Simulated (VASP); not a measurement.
Calculation: PBE GGA, VASP's PBE PAW potentials (set 64) (plane waves; VASP).

A VASP calculation is set up with these files.

### POSCAR
```
PbO
1
    4.0717770000     0.0000000000     0.0000000000
    0.0000000000     4.0539320000     0.0000000000
    0.0000000000     0.0000000000     5.1551910000
Pb O
2 2
Direct
  0.5000000000   0.0000000000   0.7650000000
  0.0000000000   0.5000000000   0.2350000000
  0.5000000000   0.5000000000   0.0000000000
  0.0069770000   0.0000000000   0.0000000000
```

**KPOINTS**
```
Automatic mesh
0
Gamma
5 5 4
0 0 0
```

**INCAR**
```
SYSTEM = PbO
PREC = Normal
ENCUT = 520
EDIFF = 1E-6
NELM = 100
ALGO = Normal
LREAL = .FALSE.
LASPH = .TRUE.
ISMEAR = 0
SIGMA = 0.05
GGA = PE
LMAXMIX = 4
LWAVE = .FALSE.
LCHARG = .FALSE.
ISIF = 2
```

POTCAR, in this order: Pb_d O (PBE.64 set). Program: vasp_std.

Q: What does the run give for the energy per atom (σ→0), largest force?

A: 
The energy per atom (σ→0) comes out as -5.371 eV/atom. The largest force comes out as 0.424 eV/Å.

File OSZICAR:
```
...
DAV:  10    -0.214829776704E+02   -0.21525E-02   -0.20555E-02  1744   0.877E-01    0.703E-02
DAV:  11    -0.214830987787E+02   -0.12111E-03   -0.27629E-03  2760   0.403E-01    0.944E-02
DAV:  12    -0.214829890328E+02    0.10975E-03   -0.46766E-04  2336   0.242E-01    0.368E-02
DAV:  13    -0.214829817328E+02    0.73000E-05   -0.12180E-04  2224   0.761E-02    0.632E-03
DAV:  14    -0.214829819539E+02   -0.22111E-06   -0.17738E-05  2336   0.491E-02    0.634E-03
DAV:  15    -0.214829805375E+02    0.14164E-05   -0.49483E-06  1848   0.285E-02    0.934E-04
DAV:  16    -0.214829807015E+02   -0.16405E-06   -0.29397E-07   944   0.501E-03
   1 F= -.21482981E+02 E0= -.21482981E+02  d E =-.354989E-12
```

The compound is PbO in the litharge structure. The cell was not relaxed at this level. The run is one of a series of settings (PREC = Normal against the base run), some of them coarse on purpose.
